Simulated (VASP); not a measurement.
Here is a VASP 6.6.1 calculation.

The input POSCAR:

```
ZnS                                     
1.0
    0.0000000000      2.7235674205      2.7235674205
    2.7235674205      0.0000000000      2.7235674205
    2.7235674205      2.7235674205      0.0000000000
  Zn              S             
     1     1
Direct
     0.2500000000000000    0.2500000000000000    0.2500000000000000
     0.0000000000000000    0.0000000000000000    0.0000000000000000
```

The input INCAR.step1:

```
ALGO = Normal ; EDIFF = 1E-5
ENCUT = 520 ; GGA = PE
ISIF = 2 ; ISMEAR = 0
KPAR = 4 ; LASPH = True
LCHARG = False ; LREAL = False
LWAVE = True ; NBANDS = 16
NELM = 60 ; PREC = Accurate
SIGMA = 0.02
```

INCAR.step2

```
AEXX = 0.25 ; ALGO = Normal
EDIFF = 1E-7 ; ENCUT = 520
GGA = PE ; HFRCUT = -1
ISIF = 2 ; ISMEAR = 0
ISTART = 1 ; KPAR = 4
LASPH = True ; LCHARG = False
LHFCALC = True ; LREAL = False
LWAVE = False ; NBANDS = 16
NELM = 60 ; PREC = Accurate
PRECFOCK = Fast ; SIGMA = 0.02
```

The input KPOINTS:

```
k-points
0
Gamma
  6 6 6
```

File KPOINTS_OPT:

```
path GXWKGLUWLK,UX
8
line-mode
reciprocal
 0.0000000000  0.0000000000  0.0000000000  G
 0.5000000000  0.0000000000  0.5000000000  X

 0.5000000000  0.0000000000  0.5000000000  X
 0.5000000000  0.2500000000  0.7500000000  W

 0.5000000000  0.2500000000  0.7500000000  W
 0.3750000000  0.3750000000  0.7500000000  K

 0.3750000000  0.3750000000  0.7500000000  K
 0.0000000000  0.0000000000  0.0000000000  G

 0.0000000000  0.0000000000  0.0000000000  G
 0.5000000000  0.5000000000  0.5000000000  L

 0.5000000000  0.5000000000  0.5000000000  L
 0.6250000000  0.2500000000  0.6250000000  U

 0.6250000000  0.2500000000  0.6250000000  U
 0.5000000000  0.2500000000  0.7500000000  W

 0.5000000000  0.2500000000  0.7500000000  W
 0.5000000000  0.5000000000  0.5000000000  L

 0.5000000000  0.5000000000  0.5000000000  L
 0.3750000000  0.3750000000  0.7500000000  K

 0.6250000000  0.2500000000  0.6250000000  U
 0.5000000000  0.0000000000  0.5000000000  X
```

Potentials or basis: VASP PAW PBE potentials, release 64 (Zn, S).

The run is started by

```sh
$ cat potpaw_PBE.64/Zn/POTCAR potpaw_PBE.64/S/POTCAR > POTCAR
$ cp INCAR.step1 INCAR
$ mpirun -np 4 vasp_std > vasp.out
$ cp INCAR.step2 INCAR
$ mpirun -np 4 vasp_std > vasp.out
```

Problem. Predict the pressure.

Solution. -1.1 GPa.

Problem. Estimate the band gap on the k mesh.

Solution. 3.88 eV, direct.

Problem. What does it give for the band gap along the path?

Solution. 3.88 eV, direct.

Levels at the corners of the path, in eV from the valence-band top:
```tsv
point	band 6	band 7	band 8	band 9	band 10	band 11	band 12	band 13
Γ	-7.41	0.00	0.00	0.00	3.88	8.42	8.42	8.42
X	-7.15	-4.94	-2.29	-2.29	5.12	5.97	13.10	14.27
X	-7.15	-4.94	-2.29	-2.29	5.12	5.97	13.10	14.27
W	-6.99	-4.76	-2.92	-2.79	7.50	8.16	9.91	10.15
W	-6.99	-4.76	-2.92	-2.79	7.50	8.16	9.91	10.15
K	-7.04	-4.83	-3.27	-1.86	5.94	7.95	11.41	11.95
K	-7.04	-4.83	-3.27	-1.86	5.94	7.95	11.41	11.95
Γ	-7.41	0.00	0.00	0.00	3.88	8.42	8.42	8.42
Γ	-7.41	0.00	0.00	0.00	3.88	8.42	8.42	8.42
L	-7.18	-5.50	-0.89	-0.89	5.19	8.92	8.92	10.84
L	-7.18	-5.50	-0.89	-0.89	5.19	8.92	8.92	10.84
U	-7.04	-4.83	-3.27	-1.86	5.94	7.95	11.41	11.95
U	-7.04	-4.83	-3.27	-1.86	5.94	7.95	11.41	11.95
W	-6.99	-4.76	-2.92	-2.79	7.50	8.16	9.91	10.15
W	-6.99	-4.76	-2.92	-2.79	7.50	8.16	9.91	10.15
L	-7.18	-5.50	-0.89	-0.89	5.19	8.92	8.92	10.84
L	-7.18	-5.50	-0.89	-0.89	5.19	8.92	8.92	10.84
K	-7.04	-4.83	-3.27	-1.86	5.94	7.95	11.41	11.95
U	-7.04	-4.83	-3.27	-1.86	5.94	7.95	11.41	11.95
X	-7.15	-4.94	-2.29	-2.29	5.12	5.97	13.10	14.27
```

Caveat: the PAW data sets were made with another functional, which shifts forces and pressure a little.

**The experiment to reproduce.**

“Electronic, vibrational, and thermodynamic properties of ZnS (zincblende and rocksalt structure)”, 2009, arxiv:0911.5022 quotes, for a bulk crystal of ZnS at 19 K: band gap 3.85 eV (direct).

A measured gap of ZnS is 3.85 eV (direct; 19 K; quoted in “Electronic, vibrational, and thermodynamic properties of ZnS (zincblende and rocksalt structure)”, 2009, arxiv:0911.5022); the calculated 3.88 eV misses it by +0.03 eV. The value is that of PBE0, without temperature or zero-point motion.
